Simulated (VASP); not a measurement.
Crystal: Si.

```
CELL_PARAMETERS angstrom
0.00000 2.73430 2.73430
2.73430 0.00000 2.73430
2.73430 2.73430 0.00000
ATOMIC_POSITIONS crystal
Si 0.75000 0.75000 0.75000
Si 0.50000 0.50000 0.50000
```

Base run:

```yaml
Program: VASP 6.6.1
Functional: r2SCAN
Potentials_or_basis: VASP PAW PBE potentials, release 64 (Si)
Cutoff: 520 eV
k_mesh: 10 × 10 × 10
Occupations: gaussian, width 0.03 eV
Spin: no spin polarisation
```

Its results: band gap on the k mesh 0.81 eV, indirect (least direct gap 2.75 eV).

Question: The run is repeated on the same cell with these changes: functional from r2SCAN to TB-mBJ. What comes out?

Answer: Band gap on the k mesh 1.30 eV, indirect (least direct gap 3.19 eV).
